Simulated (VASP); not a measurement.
These are revPBE GGA, VASP's PBE PAW potentials (set 64) (plane waves; VASP) values and carry that method's errors.

The input files of a VASP run:

KPOINTS:
```
Automatic mesh
0
Gamma
36 36 10
0.5 0.5 0.5
```

### INCAR
```
ALGO = Normal
EDIFF = 1E-6
ENCUT = 300
GGA = RE
ISIF = 2
ISMEAR = 0
LASPH = .TRUE.
LCHARG = .FALSE.
LMAXMIX = 4
LORBIT = 11
LREAL = .FALSE.
LWAVE = .FALSE.
NEDOS = 601
NELM = 100
PREC = Accurate
SIGMA = 0.2
SYSTEM = Zn
```

### POSCAR
```
Zn
1.0
  2.7898300000   0.0000000000   0.0000000000
 -1.3949150000   2.4160640000   0.0000000000
  0.0000000000   0.0000000000   8.9762980000
Zn
4
Direct
  0.0000000000   0.0000000000   0.0000000000
  0.0000000000   0.0000000000   0.5000000000
  0.3333330000   0.6666670000   0.2500000000
  0.6666670000   0.3333330000   0.7500000000
```

POTCAR, in this order: Zn (PBE.64 set). Program: vasp_std.

At this cut-off the stress carries a Pulay error, which pulls relaxed volumes low. Gaps are read on the run's mesh, which can miss a band edge.

Q: What does the run give for the energy per atom (σ→0), pressure, band gap (on the k-mesh)?

A: 
```
Quantity                                                    Result
------------------------  ----------------------------------------
energy per atom (σ→0)                               -0.785 eV/atom
band gap (on the k-mesh)  none (metal, semimetal or under 0.01 eV)
pressure                                                  2.02 GPa
```

File OSZICAR:
```
...
DAV:   7    -0.315907074509E+01    0.11091E-01   -0.46497E-02100320   0.291E+00    0.220E+00
DAV:   8    -0.315358574022E+01    0.54850E-02   -0.39836E-03120084   0.176E+00    0.966E-02
DAV:   9    -0.315351987342E+01    0.65867E-04   -0.67222E-04120600   0.991E-01    0.466E-02
DAV:  10    -0.315355336887E+01   -0.33495E-04   -0.33213E-04109992   0.422E-01    0.275E-02
DAV:  11    -0.315354741055E+01    0.59583E-05   -0.16324E-04103764   0.443E-01    0.888E-03
DAV:  12    -0.315354681892E+01    0.59163E-06   -0.10499E-05100652   0.892E-02    0.349E-03
DAV:  13    -0.315354644386E+01    0.37507E-06   -0.37562E-06 85472   0.383E-02
   1 F= -.31535464E+01 E0= -.31413584E+01  d E =-.243760E-01
```

The structure was generated: Zn was put into an ordered model structure, which need not be its known phase. The cell was not relaxed at this level. The run is one of a series of settings (NEDOS = 601, KPOINTS 36×36×10 Γ-centred mesh shifted by (0.5, 0.5, 0.5) against the base run), some of them coarse on purpose.
